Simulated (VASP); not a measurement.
Level of theory: modified Becke-Johnson potential (mBJ) with spin-orbit coupling, VASP's PBE PAW potentials (set 64) (plane waves; VASP).

Input for VASP

### KPOINTS_OPT
```
k-points along high-symmetry lines
11
Line-mode
Reciprocal
  0.000000   0.000000   0.000000 ! GAMMA
 -0.500000  -0.500000   0.000000 ! X

 -0.500000  -0.500000   0.000000 ! X
 -0.375000  -0.375000   0.250000 ! U

 -0.375000   0.000000   0.375000 ! K
  0.000000   0.000000   0.000000 ! GAMMA

  0.000000   0.000000   0.000000 ! GAMMA
  0.000000   0.000000   0.500000 ! L

  0.000000   0.000000   0.500000 ! L
 -0.500000  -0.250000   0.250000 ! W

 -0.500000  -0.250000   0.250000 ! W
 -0.500000  -0.500000   0.000000 ! X
```

POSCAR:
```
GaSb
4.3921050
  0.0000000000   0.7071068129   0.7071068129
  0.7071068129   0.0000000000   0.7071068129
  0.7071068129   0.7071068129   0.0000000000
Ga Sb
1 1
Cartesian
  0.0000000000   0.0000000000   0.0000000000
  0.3535534065   0.3535534065   0.3535534065
```

File KPOINTS:
```
Automatic mesh
0
Gamma
6 6 6
0 0 0
```

**INCAR**
```
ENCUT=350   # plane-wave cut-off (eV)
EDIFF=1E-6   # SCF stop (eV)
SIGMA=0.05   # width (eV)
SYSTEM=GaSb
LREAL=.False.   # projection in real space or not
PREC=Accurate
LSORBIT=.True.
ALGO=Normal
LCHARG=.False.
ISMEAR=0
METAGGA=MBJ
NELM=200
GGA_COMPAT=.False.
LMAXMIX=4
LWAVE=.False.
LASPH=.True.   # aspherical one-centre terms
ISIF=0
MAGMOM=6*0
LMIXTAU=.True.
```

POTCAR, in this order: Ga_d Sb (PBE.64 set). Program: vasp_ncl. Read from the step before: WAVECAR.

What VASP printed:

OSZICAR:
```
       N       E                     dE             d eps       ncg     rms          rms(c)
DAV:   1     0.412018545715E+03    0.41202E+03   -0.17855E+00  1436   0.205E+01    0.135E+00
DAV:   2     0.412079193353E+03    0.60648E-01   -0.82070E-01  1214   0.805E+00    0.934E-01
DAV:   3     0.412279795319E+03    0.20060E+00   -0.40601E-02  1240   0.211E+00    0.601E-01
DAV:   4     0.412553091603E+03    0.27330E+00   -0.54181E-02  1144   0.170E+00    0.448E-01
DAV:   5     0.412693229477E+03    0.14014E+00   -0.12855E-02  1174   0.821E-01    0.652E-02
DAV:   6     0.412690681238E+03   -0.25482E-02   -0.32286E-03  1150   0.514E-01    0.572E-02
DAV:   7     0.412697232603E+03    0.65514E-02   -0.39655E-03  1164   0.385E-01    0.328E-02
DAV:   8     0.412700179918E+03    0.29473E-02   -0.66243E-04  1212   0.185E-01    0.841E-03
DAV:   9     0.412701208235E+03    0.10283E-02   -0.31323E-04  1164   0.126E-01    0.517E-03
DAV:  10     0.412701336616E+03    0.12838E-03   -0.34971E-05  1366   0.412E-02    0.261E-03
DAV:  11     0.412702448756E+03    0.11121E-02   -0.68741E-06  1204   0.290E-02    0.236E-03
DAV:  12     0.412704414224E+03    0.19655E-02   -0.35128E-06  1010   0.132E-02    0.640E-04
DAV:  13     0.412703206978E+03   -0.12072E-02   -0.10455E-06  1046   0.845E-03    0.229E-03
DAV:  14     0.412703235902E+03    0.28924E-04   -0.25462E-07   604   0.513E-03    0.108E-03
DAV:  15     0.412703735575E+03    0.49967E-03   -0.34559E-07   774   0.522E-03    0.371E-04
DAV:  16     0.412703780863E+03    0.45288E-04   -0.28185E-08   576   0.192E-03    0.167E-04
DAV:  17     0.412703787730E+03    0.68670E-05   -0.43191E-09   572   0.736E-04    0.145E-04
DAV:  18     0.412703783270E+03   -0.44602E-05   -0.10634E-09   572   0.490E-04    0.143E-04
DAV:  19     0.412703777911E+03   -0.53590E-05   -0.42655E-09   572   0.564E-04    0.115E-04
DAV:  20     0.412703761369E+03   -0.16541E-04   -0.60320E-10   572   0.312E-04    0.746E-05
DAV:  21     0.412703754580E+03   -0.67893E-05   -0.14376E-10   572   0.145E-04    0.511E-05
DAV:  22     0.412703752014E+03   -0.25661E-05   -0.37625E-11   572   0.840E-05    0.418E-05
DAV:  23     0.412703746462E+03   -0.55522E-05   -0.23898E-11   572   0.651E-05    0.168E-05
DAV:  24     0.412703740961E+03   -0.55010E-05   -0.24359E-11   572   0.556E-05    0.222E-06
DAV:  25     0.412703740623E+03   -0.33733E-06   -0.16404E-11   572   0.476E-05
   1 F= 0.41270374E+03 E0= 0.41270374E+03  d E =-.600309E-08  mag=    -0.0000    -0.0000    -0.0000
       N       E                     dE             ncg
       N       E                     dE             ncg
       N       E                     dE             ncg
```

File OUTCAR:
```
------------------------ aborting loop because EDIFF is reached ----------------------------------------
  volume of cell :       59.91
      direct lattice vectors                 reciprocal lattice vectors
     0.000000000  3.105687368  3.105687368    -0.160994956  0.160994956  0.160994956
     3.105687368  0.000000000  3.105687368     0.160994956 -0.160994956  0.160994956
     3.105687368  3.105687368  0.000000000     0.160994956  0.160994956 -0.160994956
  FREE ENERGIE OF THE ION-ELECTRON SYSTEM (eV)
  ---------------------------------------------------
  free  energy   TOTEN  =       412.7037406234 eV

  energy  without entropy=      412.7037406294  energy(sigma->0) =      412.70374063

     CMBJ =    1.0000

     CMBJA=   -0.0120

     CMBJB=    1.0230

     CMBJE=    0.5000

    CMBJ =    1.2072

 Ion:    1  E_soc:     -0.0112651

 Ion:    2  E_soc:     -0.1199501
```
(Selected blocks of OUTCAR.)

OUTCAR:
```
 val. band max:        4.5659895871   @ k =   0.0000   0.0000   0.0000

 cond. band min:       4.8980226282   @ k =   0.0000   0.0000   0.0000


 Fermi energy:         4.7345222786

 k-point     1 :       0.0000    0.0000    0.0000
  band No.  band energies     occupation
      1     -11.1729      1.00000
      2     -11.1729      1.00000
      3     -11.1729      1.00000
      4     -11.1729      1.00000
      5     -10.7378      1.00000
      6     -10.7378      1.00000
      7     -10.6924      1.00000
      8     -10.6924      1.00000
      9     -10.6924      1.00000
     10     -10.6924      1.00000
     11      -6.5808      1.00000
     12      -6.5808      1.00000
     13       3.9050      1.00000
     14       3.9050      1.00000
     15       4.5660      1.00000
     16       4.5660      1.00000
     17       4.5660      1.00000
     18       4.5660      1.00000
     19       4.8980      0.00000
     20       4.8980      0.00000
     21       7.3505      0.00000
     22       7.3505      0.00000
     23       7.5376      0.00000
     24       7.5376      0.00000
     25       7.5377      0.00000
     26       7.5377      0.00000

 k-point     2 :       0.1667    0.0000    0.0000
  band No.  band energies     occupation
      1     -11.1737      1.00000
      2     -11.1736      1.00000
      3     -11.1736      1.00000
      4     -11.1710      1.00000
      5     -10.7376      1.00000
      6     -10.7376      1.00000
      7     -10.6947      1.00000
      8     -10.6947      1.00000
      9     -10.6922      1.00000
     10     -10.6893      1.00000
     11      -6.3185      1.00000
     12      -6.3185      1.00000
     13       1.9346      1.00000
     14       1.9346      1.00000
     15       3.7996      1.00000
     16       3.7996      1.00000
     17       4.2069      1.00000
     18       4.2073      1.00000
     19       5.8053      0.00000
     20       5.8053      0.00000
     21       7.8969      0.00000
     22       7.8969      0.00000
...
```

mBJ is a potential without an energy functional, so only the levels count.

The compound is GaSb in the zinc blende structure. It was relaxed first, which changed the volume by +6 %. The cell's shape comes from a PBE relaxation.
